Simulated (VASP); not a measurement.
Output of a VASP run:

**OUTCAR**
```
 ion  position               nearest neighbor table
   1  0.000  0.000  0.000-
   2  0.500  0.500  0.500-   3 2.10   4 2.10   5 2.10   5 2.10   3 2.10   4 2.10
   3  0.500  0.000  0.500-   2 2.10   2 2.10
   4  0.000  0.500  0.500-   2 2.10   2 2.10
   5  0.500  0.500  0.000-   2 2.10   2 2.10
  LATTYP: Found a simple cubic cell.
 ALAT       =     4.1926183633
 Subroutine PRICEL returns:
 Original cell was already a primitive cell.
 Subroutine GETGRP returns: Found 48 space group operations
The static configuration has the point symmetry O_h .
The dynamic configuration has the point symmetry O_h .
 Subroutine INISYM returns: Found 48 space group operations
 Subroutine IBZKPT returns following result:
 Found     20 irreducible k-points:

 Following reciprocal coordinates:
            Coordinates               Weight
  0.000000  0.000000  0.000000      1.000000
  0.166667  0.000000  0.000000      6.000000
  0.333333  0.000000  0.000000      6.000000
  0.500000  0.000000  0.000000      3.000000
  0.166667  0.166667  0.000000     12.000000
  0.333333  0.166667  0.000000     24.000000
  0.500000  0.166667  0.000000     12.000000
  0.333333  0.333333  0.000000     12.000000
  0.500000  0.333333  0.000000     12.000000
  0.500000  0.500000  0.000000      3.000000
  0.166667  0.166667  0.166667      8.000000
  0.333333  0.166667  0.166667     24.000000
  0.500000  0.166667  0.166667     12.000000
  0.333333  0.333333  0.166667     24.000000
  0.500000  0.333333  0.166667     24.000000
  0.500000  0.500000  0.166667      6.000000
  0.333333  0.333333  0.333333      8.000000
  0.500000  0.333333  0.333333     12.000000
  0.500000  0.500000  0.333333      6.000000
  0.500000  0.500000  0.500000      1.000000
   k-points           NKPTS =     20   k-points in BZ     NKDIM =     20   number of bands    NBANDS=     25
   number of dos      NEDOS =    601   number of ions     NIONS =      5
   total plane-waves  NPLWV =  32768
   dimension x,y,z NGX =    32 NGY =   32 NGZ =   32
   dimension x,y,z NGXF=    64 NGYF=   64 NGZF=   64
   ions per type =               1   1   3
   PREC   = accura    normal or accurate (medium, high low for compatibility)
   ISTART =      0    job   : 0-new  1-cont  2-samecut
   ICHARG =      2    charge: 1-file 2-atom 10-const
   ISPIN  =      1    spin polarized calculation?
   LNONCOLLINEAR =      F non collinear calculations
   LSORBIT =      F    spin-orbit coupling
   INIWAV =      1    electr: 0-lowe 1-rand  2-diag
   ENCUT  =  520.0 eV  38.22 Ry    6.18 a.u.   7.80  7.80  7.80*2*pi/ulx,y,z
   NELM   =    100;   NELMIN=  2; NELMDL= -5     # of ELM steps
   EDIFF  = 0.1E-06   stopping-criterion for ELM
   LREAL  =      F    real-space projection
   NLSPLINE    = F    spline interpolate recip. space projectors
   LMAXMIX     =    4 max onsite mixed and CHGCAR
   VOSKOWN=      0    Vosko Wilk Nusair interpolation
   EDIFFG = 0.1E-05   stopping-criterion for IOM
   NSW    =      0    number of steps for IOM
   NBLOCK =      1;   KBLOCK =      1    inner block; outer block
   IBRION =     -1    ionic relax: 0-MD 1-quasi-New 2-CG
   NFREE  =      0    steps in history (QN), initial steepest desc. (CG)
   ISIF   =      2    stress and relaxation
   ISYM   =      2    0-nonsym 1-usesym 2-fastsym
   TEIN   =    0.0    initial temperature
   TEBEG  =    0.0;   TEEND  =   0.0 temperature during run
   SMASS  =  -3.00    Nose mass-parameter (am)
   PSTRESS=    0.0 pullay stress
   NELECT =      42.0000    total number of electrons
   EFERMI =   0.00;   METHOD = LEGACY
   ISMEAR =    -5;   SIGMA  =   0.20  broadening in eV -4-tet -1-fermi 0-gaus
   IALGO  =     38    algorithm
   LDIAG  =      T    sub-space diagonalisation (order eigenvalues)
   IMIX   =      4    mixing-type and parameters
     AMIX     =   0.40;   BMIX     =  1.00
     AMIX_MAG =   1.60;   BMIX_MAG =  1.00
     AMIN     =   0.10
   GGA     = RE    functional components
...
```

OSZICAR:
```
       N       E                     dE             d eps       ncg     rms          rms(c)
DAV:   1     0.446930279422E+03    0.44693E+03   -0.22510E+04  1000   0.196E+03
DAV:   2     0.151977549981E+02   -0.43173E+03   -0.42290E+03  1202   0.486E+02
DAV:   3    -0.206787018385E+02   -0.35876E+02   -0.35743E+02  1162   0.153E+02
DAV:   4    -0.215323313108E+02   -0.85363E+00   -0.85264E+00  1624   0.218E+01
DAV:   5    -0.215404822556E+02   -0.81509E-02   -0.81470E-02  1326   0.174E+00    0.109E+01
DAV:   6    -0.190250478843E+02    0.25154E+01   -0.93249E+00  1445   0.416E+01    0.612E+00
DAV:   7    -0.191065215814E+02   -0.81474E-01   -0.16199E+00  1037   0.873E+00    0.406E+00
DAV:   8    -0.191375336333E+02   -0.31012E-01   -0.61330E-01  1217   0.149E+01    0.167E+00
DAV:   9    -0.190980958898E+02    0.39438E-01   -0.10814E-01  1580   0.935E+00    0.596E-01
DAV:  10    -0.190969236174E+02    0.11723E-02   -0.86450E-02  1477   0.677E+00    0.342E-01
DAV:  11    -0.190963763211E+02    0.54730E-03   -0.17057E-02  1480   0.192E+00    0.714E-02
DAV:  12    -0.190964902488E+02   -0.11393E-03   -0.81322E-04  1098   0.219E-01    0.718E-02
DAV:  13    -0.190965288189E+02   -0.38570E-04   -0.29981E-04  1215   0.465E-01    0.648E-02
DAV:  14    -0.190965317107E+02   -0.28919E-05   -0.11498E-04  1301   0.271E-01    0.420E-02
DAV:  15    -0.190965129653E+02    0.18745E-04   -0.92064E-05  1209   0.700E-02    0.158E-02
DAV:  16    -0.190965108088E+02    0.21565E-05   -0.70316E-06  1183   0.690E-02    0.921E-03
DAV:  17    -0.190965100731E+02    0.73569E-06   -0.29397E-06  1492   0.167E-02    0.432E-03
DAV:  18    -0.190965098899E+02    0.18322E-06   -0.65851E-07  1262   0.148E-02    0.191E-03
DAV:  19    -0.190965098789E+02    0.10997E-07   -0.40901E-07   977   0.556E-03
   1 F= -.19096510E+02 E0= -.19096510E+02  d E =0.000000E+00
```

File OUTCAR:
```
------------------------ aborting loop because EDIFF is reached ----------------------------------------
  FORCE on cell =-STRESS in cart. coord.  units (eV):
  Direction    XX          YY          ZZ          XY          YZ          ZX
  --------------------------------------------------------------------------------------
  Total        0.0441660      0.0441660      0.0441660      0.0000000     -0.0000000      0.0000000
  in kB        0.9601587      0.9601587      0.9601587      0.0000000     -0.0000000      0.0000000
  external PRESSURE =       0.9601587 kB  Pullay stress =       0.0000000 kB
  volume of cell :       73.70
      direct lattice vectors                 reciprocal lattice vectors
     4.192618363  0.000000000  0.000000000     0.238514435  0.000000000  0.000000000
     0.000000000  4.192618363  0.000000000     0.000000000  0.238514435  0.000000000
     0.000000000  0.000000000  4.192618363     0.000000000  0.000000000  0.238514435
 POSITION                                       TOTAL-FORCE (eV/Angst)
 -----------------------------------------------------------------------------------
      0.00000      0.00000      0.00000         0.000000      0.000000      0.000000
      2.09631      2.09631      2.09631         0.000000      0.000000      0.000000
      2.09631      0.00000      2.09631         0.000000      0.000000      0.000000
      0.00000      2.09631      2.09631         0.000000      0.000000      0.000000
      2.09631      2.09631      0.00000         0.000000      0.000000      0.000000
 -----------------------------------------------------------------------------------
    total drift:                                0.000000     -0.000000     -0.000000
  FREE ENERGIE OF THE ION-ELECTRON SYSTEM (eV)
  ---------------------------------------------------
  free  energy   TOTEN  =       -19.0965098789 eV

  energy  without entropy=      -19.0965098789  energy(sigma->0) =      -19.09650988

 total charge

# of ion       s       p       d       tot
------------------------------------------
    1        1.954   5.617   0.017   7.588
    2        0.312   0.301   9.912  10.525
    3        1.736   4.357   0.000   6.093
    4        1.736   4.357   0.000   6.093
    5        1.736   4.357   0.000   6.093
--------------------------------------------------
tot          7.474  18.988   9.929  36.391

 Electric field gradients after diagonalization (V/A^2)
 (convention: |V_zz| > |V_xx| > |V_yy|)
----------------------------------------------------------------------
 ion       V_xx      V_yy      V_zz     asymmetry (V_yy - V_xx)/ V_zz
----------------------------------------------------------------------
   1      -0.000    -0.000     0.000       0.105
   2       0.000    -0.000    -0.000       0.169
   3     -53.935   -53.935   107.870       0.000
   4     -53.935   -53.935   107.870       0.000
   5     -53.935   -53.935   107.870       0.000
```
(Selected blocks of OUTCAR.)

POSCAR:
```
KZnF3
1
    4.1926183633    -0.0000000000    -0.0000000000
    0.0000000000     4.1926183633    -0.0000000000
    0.0000000000     0.0000000000     4.1926183633
K Zn F
1 1 3
Direct
  0.0000000000   0.0000000000   0.0000000000
  0.5000000000   0.5000000000   0.5000000000
  0.5000000000   0.0000000000   0.5000000000
  0.0000000000   0.5000000000   0.5000000000
  0.5000000000   0.5000000000   0.0000000000
```

Question: Reconstruct the remaining input files.

Answer: One answer among several that fit: the input of the run itself, revPBE GGA, plane waves, VASP's PBE PAW potentials (set 64).

KPOINTS:
```
Automatic
0
G
 6 6 6
```

### INCAR
```
SYSTEM = KZnF3
PREC = Accurate
ENCUT = 520
EDIFF = 1E-7
NELM = 100
ALGO = Normal
LREAL = .FALSE.
LASPH = .TRUE.
ISMEAR = -5
GGA = RE
LMAXMIX = 4
LWAVE = .FALSE.
LCHARG = .TRUE.
LORBIT = 11
NEDOS = 601
ISIF = 2
LEFG = .TRUE.
```

POTCAR, in this order: K_sv Zn F (PBE.64 set). Program: vasp_std.

The compound is KZnF3 in the cubic perovskite structure. It was relaxed first, which changed the volume by +11 %.
